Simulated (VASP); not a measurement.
## CdMg3Te4 (ordered alloy cell): computed properties

All values below come from PBEsol GGA, VASP's PBE PAW potentials (set 64) (plane waves; VASP).

| Item | Result |
|---|---|
| space group | Amm2 (38) |
| cell | a = 4.5630 Å, b = 9.1208 Å, c = 12.8940 Å, α = β = γ = 90.00° |
| volume per atom | 33.54 Å^3/atom |
| band gap (over mesh and band path) | 1.70 eV |
| smallest direct gap (over mesh and band path) | 1.70 eV |
| band-edge character | direct, Γ to Γ |
| density | 4.31 g/cm³ |

```yaml
crystal:
  lattice:
    - [0.00187, 6.45124, 6.44701]
    - [6.45124, 0.00187, 6.44701]
    - [3.22656, 3.22656, 0.00000]
  atoms:
    - { symbol: Mg, position: [0.00047, 0.00047, 0.99906] }
    - { symbol: Mg, position: [0.00098, 0.49903, 0.99999] }
    - { symbol: Mg, position: [0.49903, 0.00098, 0.99999] }
    - { symbol: Te, position: [0.12494, 0.12494, 0.25012] }
    - { symbol: Te, position: [0.12170, 0.62611, 0.25220] }
    - { symbol: Te, position: [0.62611, 0.12170, 0.25220] }
    - { symbol: Te, position: [0.62710, 0.62710, 0.24580] }
    - { symbol: Cd, position: [0.49967, 0.49967, 0.00066] }
```

Unless said otherwise, spin-orbit coupling is left out, though it shifts the bands of the heavy elements here.

The structure was generated: CdMg3Te4 was put into an ordered model structure (Amm2), which need not be its known phase. It was relaxed first. Symmetry was kept, so distortions that lower it aren't found.
